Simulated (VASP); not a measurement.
Level of theory: PBE GGA, VASP's PBE PAW potentials (set 64) (plane waves; VASP).

The input files of a VASP run:

### INCAR
```
# general
SYSTEM   =  Pd
PREC     =  Accurate
ENCUT    =  480   # plane-wave cut-off (eV)
LREAL    =  F   # projection in real space or not
LASPH    =  T   # aspherical one-centre terms

# electronic loop
EDIFF    =  1E-7   # SCF stop (eV)
NELM     =  100   # most electronic steps
ALGO     =  Normal
LMAXMIX  =  4

# smearing
ISMEAR   =  1   # Methfessel-Paxton
SIGMA    =  0.1

# functional
GGA      =  PE   # PBE

# ions
ISIF     =  2

# output
LWAVE    =  F
LCHARG   =  F
```

File KPOINTS:
```
Automatic mesh
0
Gamma
14 14 14
0 0 0
```

POSCAR:
```
Pd
1
    0.0000000000     1.9690748086     1.9690748086
    1.9690748086     0.0000000000     1.9690748086
    1.9690748086     1.9690748086     0.0000000000
Pd
1
Direct
  0.0000000000   0.0000000000   0.0000000000
```

POTCAR, in this order: Pd (PBE.64 set). Program: vasp_std.

The resulting files:

File OSZICAR:
```
       N       E                     dE             d eps       ncg     rms          rms(c)
DAV:   1     0.364188546793E+02    0.36419E+02   -0.51375E+03  1888   0.978E+02
DAV:   2    -0.513419217025E+01   -0.41553E+02   -0.40608E+02  2010   0.187E+02
DAV:   3    -0.548380837568E+01   -0.34962E+00   -0.34766E+00  2187   0.198E+01
DAV:   4    -0.548562433909E+01   -0.18160E-02   -0.18157E-02  2221   0.129E+00
DAV:   5    -0.548564470237E+01   -0.20363E-04   -0.20364E-04  2163   0.116E-01    0.703E+00
DAV:   6    -0.521814405497E+01    0.26750E+00   -0.12827E+00  1911   0.107E+01    0.347E+00
DAV:   7    -0.520982402322E+01    0.83200E-02   -0.33534E-03  2028   0.634E-01    0.191E+00
DAV:   8    -0.520633257328E+01    0.34914E-02   -0.99568E-04  1982   0.256E-01    0.308E-02
DAV:   9    -0.520633910419E+01   -0.65309E-05   -0.83685E-06  2414   0.311E-02    0.116E-02
DAV:  10    -0.520634210761E+01   -0.30034E-05   -0.13187E-06  2074   0.130E-02    0.189E-03
DAV:  11    -0.520634202363E+01    0.83982E-07   -0.21676E-08  1483   0.135E-03
   1 F= -.52063420E+01 E0= -.52057594E+01  d E =-.174787E-02
```

### OUTCAR
```
------------------------ aborting loop because EDIFF is reached ----------------------------------------
  FORCE on cell =-STRESS in cart. coord.  units (eV):
  Direction    XX          YY          ZZ          XY          YZ          ZX
  --------------------------------------------------------------------------------------
  Total        0.0511398      0.0511398      0.0511398      0.0000000     -0.0000000      0.0000000
  in kB        5.3660321      5.3660321      5.3660321      0.0000000     -0.0000000      0.0000000
  external PRESSURE =       5.3660321 kB  Pullay stress =       0.0000000 kB
  volume of cell :       15.27
      direct lattice vectors                 reciprocal lattice vectors
     0.000000000  1.969074809  1.969074809    -0.253926361  0.253926361  0.253926361
     1.969074809  0.000000000  1.969074809     0.253926361 -0.253926361  0.253926361
     1.969074809  1.969074809  0.000000000     0.253926361  0.253926361 -0.253926361
 POSITION                                       TOTAL-FORCE (eV/Angst)
 -----------------------------------------------------------------------------------
      0.00000      0.00000      0.00000        -0.000000     -0.000000     -0.000000
 -----------------------------------------------------------------------------------
    total drift:                               -0.000000     -0.000000     -0.000000
  FREE ENERGIE OF THE ION-ELECTRON SYSTEM (eV)
  ---------------------------------------------------
  free  energy   TOTEN  =        -5.2063420236 eV

  energy  without entropy=       -5.2045941544  energy(sigma->0) =       -5.20575940
```
(Selected blocks of OUTCAR.)

The compound is Pd in the fcc structure. It was relaxed first.
